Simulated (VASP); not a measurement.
A VASP calculation is set up with these files.

INCAR:
```
# general
SYSTEM  = MgTe
PREC    = Accurate
ENCUT   = 500
LREAL   = F
LASPH   = T

# electronic loop
EDIFF   = 1E-6
NELM    = 100
ALGO    = Normal
LMAXMIX = 4

# smearing
ISMEAR  = 0
SIGMA   = 0.05

# functional
GGA     = PS

# ions
IBRION  = 2
NSW     = 40
ISIF    = 3
EDIFFG  = -0.02

# output
LWAVE   = F
LCHARG  = F
```

KPOINTS:
```
Automatic mesh
0
Gamma
  7 7 7
0 0 0
```

POSCAR:
```
MgTe
1
    0.0000000000     3.2216609131     3.2216609131
    3.2216609131     0.0000000000     3.2216609131
    3.2216609131     3.2216609131     0.0000000000
Mg Te
1 1
Direct
  1.0000000000   1.0000000000   1.0000000000
  0.2500000000   0.2500000000   0.2500000000
```

POTCAR, in this order: Mg Te (PBE.64 set). Program: vasp_std.

Problem. Write an equivalent input for Quantum ESPRESSO's pw.x.

Solution. One equivalent input (not run):
```
&CONTROL
  calculation = 'vc-relax'
  pseudo_dir = './pseudo'
  outdir = './out'
  tprnfor = .true.
  tstress = .true.
  nstep = 40
  forc_conv_thr = 0.00078
/
&SYSTEM
  ibrav = 0
  nat = 2
  ntyp = 2
  ecutwfc = 84
  occupations = 'smearing'
  smearing = 'gaussian'
  degauss = 0.003675
  input_dft = 'pbesol'
/
&ELECTRONS
  conv_thr = 7.3e-08
  electron_maxstep = 100
/
&IONS
/
&CELL
/
ATOMIC_SPECIES
  Mg 24.305 Mg.upf
  Te 127.600 Te.upf
CELL_PARAMETERS angstrom
     0.0000000    3.2216609    3.2216609
     3.2216609    0.0000000    3.2216609
     3.2216609    3.2216609    0.0000000
ATOMIC_POSITIONS crystal
  Mg   1.0000000  1.0000000  1.0000000
  Te   0.2500000  0.2500000  0.2500000
K_POINTS automatic
  7 7 7 0 0 0
```
What does not carry over: the potentials are each code's own (VASP's PAW set, PseudoDojo norm-conserving files in pw.x), so ENCUT and ecutwfc are chosen apart and not converted; conv_thr bounds pw.x's estimated SCF error, while EDIFF bounds the energy change between steps; forc_conv_thr acts on force components and is met together with etot_conv_thr.

The compound is MgTe in the zinc blende structure, whereas wurtzite is the usual form. It was relaxed first.
